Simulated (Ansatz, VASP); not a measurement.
## Ni3Pb2Se2: VASP beside Ansatz

One calculation is typed for both programs; each brings its own data sets and cutoff. How far apart do they land?

Main program and level: Ansatz 0.2.0; plane waves, with VASP 6.6.1 beside it; relaxation of cell and atoms at PBEsol.

## 1. The structure

Symmetry: R-3m, No. 166, trigonal system. Conventional cell: a = 5.562 Å, b = 5.562 Å, c = 14.226 Å, α = 90.00°, β = 90.00°, γ = 120.00°. Nearest to Pb lie 6 Ni at 2.86 Å and 6 Se at 3.30 Å. Nearest to Pb lie 6 Ni at 2.78 Å and 2 Se at 3.12 Å. Se has 3 Ni at 2.28 Å and 4 Pb at 3.12 to 3.30 Å nearest. Ni has 2 Se at 2.28 Å nearest. Farther neighbours and most contacts between anions are not listed.

## 2. VASP: relaxation of cell and atoms, PBEsol

The relaxed volume is the usual yardstick between codes: its relative difference is about their pressure difference at one cell divided by the bulk modulus.

Lines of VASP's logs that name or quote its potential files are left out, and so is its time.

The input, INCAR:

```
SYSTEM = Ni3Pb2Se2
PREC = Accurate
ENCUT = 350
EDIFF = 1E-08
NELM = 120
ISMEAR = 1
SIGMA = 0.2
LREAL = .FALSE.
ALGO = Fast
GGA = PS
NBANDS = 35
ISPIN = 2
MAGMOM = 0 0 0 0 1 1 1
LMAXMIX = 4
LORBIT = 11
LWAVE = .FALSE.
LCHARG = .FALSE.
KPAR = 4
IBRION = 1
NSW = 30
ISIF = 3
EDIFFG = -0.002
POTIM = 0.4
```

The input, POSCAR:

```
Ni3Pb2Se2
1.0
    2.7809496282      1.6055820164      4.7420420734
   -2.7809496282      1.6055820164      4.7420420734
    0.0000000000     -3.2111640329      4.7420420734
Pb Se Ni
2 2 3
Direct
    0.0000000000      0.0000000000      0.0000000000
    0.5000000000      0.5000000000      0.5000000000
    0.7194418108      0.7194418108      0.7194418108
    0.2805581892      0.2805581892      0.2805581892
    0.0000000000      0.5000000000      0.0000000000
    0.5000000000      0.0000000000      0.0000000000
    0.0000000000      0.0000000000      0.5000000000
```

The input, KPOINTS:

```
Automatic mesh
0
Gamma
7 7 7
0 0 0
```

Potentials, in the order of the species: Pb, Se and Ni (PBE family, release 64).

Command:

```sh
$ mpirun -np 4 vasp_std
```

Numbers of over 12 decimals in the logs are rounded to 6 here.

Log:

```text
[banner, memory and clock lines left out]
running    4 mpi-ranks, on    1 nodes
 distrk:  each k-point on    1 cores,    4 groups
 distr:  one band on    1 cores,    1 groups

 POSCAR found type information on POSCAR PbSeNi
 POSCAR found :  3 types and       7 ions
|                                                                             |
|               ----> ADVICE to this user running VASP <----                  |
|                                                                             |
|     You enforced a specific xc type in the INCAR file but a different       |
|     [... a line on the potential file left out ...]
|     I HOPE YOU KNOW WHAT YOU ARE DOING!                                     |
|                                                                             |

 LDA part: xc-table for (Slater+PW92), standard interpolation
 POSCAR, INCAR and KPOINTS ok, starting setup
 FFT: planning ... GRIDC
 FFT: planning ... GRID_SOFT
 FFT: planning ... GRID
 WAVECAR not read
 entering main loop
       N       E                     dE             d eps       ncg     rms          rms(c)
DAV:   1     0.285890439130E+03    0.28589E+03   -0.15906E+04  6160   0.106E+03
DAV:   2    -0.121385665602E+02   -0.29803E+03   -0.28445E+03  6344   0.278E+02
DAV:   3    -0.374168931433E+02   -0.25278E+02   -0.24194E+02  7385   0.908E+01
DAV:   4    -0.382070011233E+02   -0.79011E+00   -0.78626E+00  6913   0.166E+01
DAV:   5    -0.382220236847E+02   -0.15023E-01   -0.15017E-01  7229   0.232E+00    0.214E+01
RMM:   6    -0.430434998111E+02   -0.48215E+01   -0.45534E+01  6160   0.575E+01    0.260E+01
RMM:   7    -0.361418727010E+02    0.69016E+01   -0.14899E+01  6160   0.347E+01    0.661E+00
RMM:   8    -0.360569886878E+02    0.84884E-01   -0.10428E+00  6160   0.436E+00    0.335E+00
RMM:   9    -0.360258117431E+02    0.31177E-01   -0.25638E-01  6160   0.423E+00    0.941E-01
RMM:  10    -0.360276172985E+02   -0.18056E-02   -0.31523E-02  6244   0.107E+00    0.835E-01
RMM:  11    -0.360269157012E+02    0.70160E-03   -0.63301E-03  6228   0.433E-01    0.472E-01
RMM:  12    -0.360270630262E+02   -0.14733E-03   -0.14835E-03  6275   0.222E-01    0.187E-01
RMM:  13    -0.360270722944E+02   -0.92682E-05   -0.40315E-04  6363   0.143E-01    0.627E-02
RMM:  14    -0.360270770686E+02   -0.47743E-05   -0.17807E-04  6642   0.615E-02    0.358E-02
RMM:  15    -0.360270758440E+02    0.12247E-05   -0.33185E-05  6948   0.315E-02    0.168E-02
RMM:  16    -0.360270777498E+02   -0.19059E-05   -0.82732E-06  6960   0.166E-02    0.108E-02
RMM:  17    -0.360270778630E+02   -0.11318E-06   -0.26176E-06  7083   0.976E-03    0.441E-03
RMM:  18    -0.360270777709E+02    0.92063E-07   -0.65680E-07  7238   0.370E-03    0.180E-03
RMM:  19    -0.360270778113E+02   -0.40357E-07   -0.10596E-07  6170   0.181E-03    0.654E-04
RMM:  20    -0.360270778623E+02   -0.50970E-07   -0.30079E-08  4394   0.867E-04    0.297E-04
RMM:  21    -0.360270778536E+02    0.86179E-08   -0.62907E-09  3892   0.564E-04
   1 F= -.36027078E+02 E0= -.36026240E+02  d E =-.360271E+02  mag=    -0.0000
[...]
2 F= -.36027221E+02 E0= -.36026360E+02  d E =-.143314E-03  mag=     0.0000
[...]
3 F= -.36027266E+02 E0= -.36026396E+02  d E =-.449705E-04  mag=    -0.0000
[...]
4 F= -.36027324E+02 E0= -.36026421E+02  d E =-.579493E-04  mag=     0.0000
 BRION: g(F)=  0.213E-08 g(S)=  0.239E-05 retain N=  1 mean eig= 1.88
 eig:   1.877
 bond charge predicted
       N       E                     dE             d eps       ncg     rms          rms(c)
DAV:   1    -0.360274447631E+02   -0.12067E-03   -0.13128E-03  7773   0.397E-01    0.107E-01
RMM:   2    -0.360277678265E+02   -0.32306E-03   -0.20896E-03  6160   0.368E-01    0.193E-01
RMM:   3    -0.360273258235E+02    0.44200E-03   -0.89101E-04  6160   0.276E-01    0.215E-02
RMM:   4    -0.360273239485E+02    0.18750E-05   -0.25127E-05  6160   0.290E-02    0.437E-03
RMM:   5    -0.360273242176E+02   -0.26905E-06   -0.51703E-06  6160   0.163E-02    0.682E-03
RMM:   6    -0.360273240178E+02    0.19976E-06   -0.11381E-06  6190   0.846E-03    0.263E-03
RMM:   7    -0.360273241882E+02   -0.17042E-06   -0.33046E-07  6262   0.397E-03    0.226E-03
RMM:   8    -0.360273242146E+02   -0.26385E-07   -0.12045E-07  5807   0.267E-03    0.247E-04
RMM:   9    -0.360273242093E+02    0.53060E-08   -0.35430E-08  4745   0.803E-04
   5 F= -.36027324E+02 E0= -.36026427E+02  d E =-.121961E-06  mag=    -0.0000
 BRION: g(F)=  0.220E-06 g(S)=  0.355E-06 retain N=  2 mean eig= 4.73
 eig:   1.471  7.983
 reached required accuracy - stopping structural energy minimisation
```

Parts of OUTCAR (step 2):

```text
ion  position               nearest neighbor table
   1  0.000  0.000  0.000-   5 2.86   6 2.86   5 2.86   6 2.86   7 2.86   7 2.86   4 3.30   3 3.30
                             4 3.30   3 3.30   4 3.30   3 3.30   2 3.99   2 3.99   2 3.99   2 3.99
   2  0.500  0.500  0.500-   5 2.78   6 2.78   6 2.78   5 2.78   7 2.78   7 2.78   3 3.12   4 3.12
                             1 3.99   1 3.99   1 3.99   1 3.99   1 3.99   1 3.99
   3  0.719  0.719  0.719-   7 2.28   6 2.28   5 2.28   2 3.12   1 3.30   1 3.30   1 3.30
   4  0.281  0.281  0.281-   7 2.28   6 2.28   5 2.28   2 3.12   1 3.30   1 3.30   1 3.30
   5  0.000  0.500  0.000-   3 2.28   4 2.28   2 2.78   7 2.78   7 2.78   2 2.78   6 2.78   6 2.78
                             1 2.86   1 2.86
   6  0.500  0.000  0.000-   3 2.28   4 2.28   2 2.78   7 2.78   2 2.78   7 2.78   5 2.78   5 2.78
                             1 2.86   1 2.86
   7  0.000  0.000  0.500-   3 2.28   4 2.28   5 2.78   6 2.78   5 2.78   6 2.78   2 2.78   2 2.78
                             1 2.86   1 2.86

  LATTYP: Found a trigonal (rhomboedric) cell.
 ALAT       =     5.7270007396
 COS(alpha) =     0.5284130677

 Subroutine GETGRP returns: Found 12 space group operations
 (whereof 12 operations were pure point group operations)

The static configuration has the point symmetry D_3d.

 Found     44 irreducible k-points:

   k-points           NKPTS =     44   k-points in BZ     NKDIM =     44   number of bands    NBANDS=     35

   dimension x,y,z NGX =    36 NGY =   36 NGZ =   36
   dimension x,y,z NGXF=    72 NGYF=   72 NGZF=   72

   ENCUT  =  350.0 eV  25.72 Ry    5.07 a.u.   8.74  8.74  8.74*2*pi/ulx,y,z

   NELECT =      50.0000    total number of electrons

 k-points in reciprocal lattice and weights: Automatic mesh
   0.00000000  0.00000000  0.00000000       0.003
   0.14285714  0.00000000  0.00000000       0.017
   0.28571429  0.00000000  0.00000000       0.017
   0.42857143  0.00000000  0.00000000       0.017
   0.14285714  0.14285714  0.00000000       0.017
   0.28571429  0.14285714  0.00000000       0.035
   0.42857143  0.14285714  0.00000000       0.035
  -0.42857143  0.14285714 -0.00000000       0.035
  -0.28571429  0.14285714 -0.00000000       0.035
[...]
0.42857143  0.42857143  0.42857143       0.006
  -0.42857143  0.42857143  0.42857143       0.017

 average (electrostatic) potential at core
       1 -40.5832       2 -40.5806       3 -52.0648       4 -52.0648       5 -84.2459
       6 -84.2459       7 -84.2459

 E-fermi :   6.6314

 spin component 1
 k-point     1 :       0.0000    0.0000    0.0000
  band No.  band energies     occupation
    ...
     24       5.9124      1.00000
     25       6.1367      1.00130
     26       6.4268      1.02738
     27       6.4409      1.01952
     28       6.4409      1.01952
     29       9.9737     -0.00000
     30       9.9737     -0.00000
     31      10.3715     -0.00000
     32      10.3715     -0.00000
     33      10.5200     -0.00000
    ...

 k-point     2 :       0.1429    0.0000    0.0000
  band No.  band energies     occupation
    ...
     23       5.6295      1.00000
     24       6.0537      1.00017
     25       6.2073      1.00531
     26       6.5548      0.79941
     27       6.5566      0.79353
     28       6.9119     -0.03168
     29       9.5662     -0.00000
     30       9.8969     -0.00000
     31      10.0832     -0.00000
     32      10.7292      0.00000
    ...

 k-point     3 :       0.2857    0.0000    0.0000
  band No.  band energies     occupation
    ...
     21       5.4792      1.00000
     22       5.6100      1.00000
     23       5.7017      1.00000
     24       6.0846      1.00038
     25       6.3994      1.03476
     26       6.7721      0.03900
     27       7.0015     -0.01258
     28       8.2603     -0.00000
     29       8.7850     -0.00000
     30       9.6312     -0.00000
    ...

 k-point     4 :       0.4286    0.0000    0.0000
  band No.  band energies     occupation
    ...
     21       5.5435      1.00000
     22       5.5829      1.00000
     23       5.8368      1.00000
     24       6.1831      1.00339
     25       6.5118      0.91926
     26       6.7462      0.09203
     27       7.8107     -0.00000
     28       8.5309     -0.00000
     29       8.9600     -0.00000
     30       9.3288     -0.00000
    ...

 k-point     5 :       0.1429    0.1429    0.0000
  band No.  band energies     occupation
    ...
     22       5.6075      1.00000
     23       5.6131      1.00000
     24       6.1677      1.00251
     25       6.3457      1.03069
     26       6.5950      0.65113
     27       6.7314      0.13003
     28       6.7984      0.00155
     29       9.2250     -0.00000
     30      10.0571     -0.00000
     31      10.2841     -0.00000
    ...

 k-point     6 :       0.2857    0.1429    0.0000
  band No.  band energies     occupation
    ...
     21       5.4750      1.00000
     22       5.6191      1.00000
     23       5.6436      1.00000
     24       6.1291      1.00110
     25       6.5730      0.73608
     26       6.8111     -0.01115
     27       7.2003     -0.00022
     28       7.8117     -0.00000
     29       8.4582     -0.00000
     30       9.7913     -0.00000
    ...

  Total       -0.0056655     -0.0056655      0.0004496      0.0000000     -0.0000000      0.0000000
  in kB       -0.0715541     -0.0715541      0.0056781      0.0000000     -0.0000000      0.0000000
  external PRESSURE =      -0.0458101 kB  Pullay stress =       0.0000000 kB

  energy-cutoff  :      350.00
  volume of cell :      126.86
      direct lattice vectors                 reciprocal lattice vectors
     2.778782937  1.604331077  4.742577777     0.179934889  0.103885457  0.070285264
    -2.778782937  1.604331077  4.742577777    -0.179934889  0.103885457  0.070285264
     0.000000000 -3.208662153  4.742577777     0.000000000 -0.207770913  0.070285264

 POSITION                                       TOTAL-FORCE (eV/Angst)
 -----------------------------------------------------------------------------------
      0.00000     -0.00000     -0.00000         0.000000      0.000000     -0.000000
      0.00000     -0.00000      7.11387         0.000000      0.000000     -0.000000
      0.00000     -0.00000     10.23163        -0.000000      0.000000     -0.001688
      0.00000     -0.00000      3.99611         0.000000     -0.000000      0.001688
     -1.38939      0.80217      2.37129        -0.000000      0.000000     -0.000000
      1.38939      0.80217      2.37129         0.000000      0.000000      0.000000
      0.00000     -1.60433      2.37129        -0.000000      0.000000     -0.000000
 -----------------------------------------------------------------------------------
    total drift:                               -0.000000      0.000000     -0.000000

  FREE ENERGIE OF THE ION-ELECTRON SYSTEM (eV)
  ---------------------------------------------------
  free  energy   TOTEN  =       -36.0273242093 eV

  energy  without entropy=      -36.0246318444  energy(sigma->0) =      -36.02642675

 reached required accuracy - stopping structural energy minimisation

 total charge
# of ion       s       p       d       tot
------------------------------------------
    1        1.731   1.343   0.153   3.227
    2        1.709   1.467   0.168   3.343
    3        1.457   2.346   0.080   3.883
    4        1.457   2.346   0.080   3.883
    5        0.424   0.439   8.478   9.341
    6        0.424   0.439   8.478   9.341
    7        0.424   0.439   8.478   9.341
--------------------------------------------------
tot          7.627   8.818  25.914  42.359

 magnetization (x)
# of ion       s       p       d       tot
------------------------------------------
    1       -0.000  -0.000  -0.000  -0.000
    2       -0.000  -0.000   0.000  -0.000
    3        0.000  -0.000   0.000  -0.000
    4        0.000  -0.000   0.000  -0.000
    5        0.000   0.000   0.000   0.000
    6        0.000   0.000   0.000   0.000
    7        0.000   0.000   0.000   0.000
--------------------------------------------------
tot          0.000  -0.000   0.000   0.000

[... 1 further part left out ...]
```

The data set Pb keeps the semicore shell frozen, which is cheaper and a little less accurate. The run keeps the 12 symmetry operations of its start, so it cannot find a distortion of lower symmetry.

(Continued in part 2 of 2.)

[Lines on the potential files, build, host, timing and source positions are cut from VASP's logs without a mark.]

[Logs are printed without paths, hosts, clocks, repeated set-up lines and the standing remarks that a program may print on its own settings, such as how far it seeks lower states.]

[Hosts, paths, dates, database ids (printed as entryN), source tags and the programs' standing remarks are cut or masked in the printed files.]
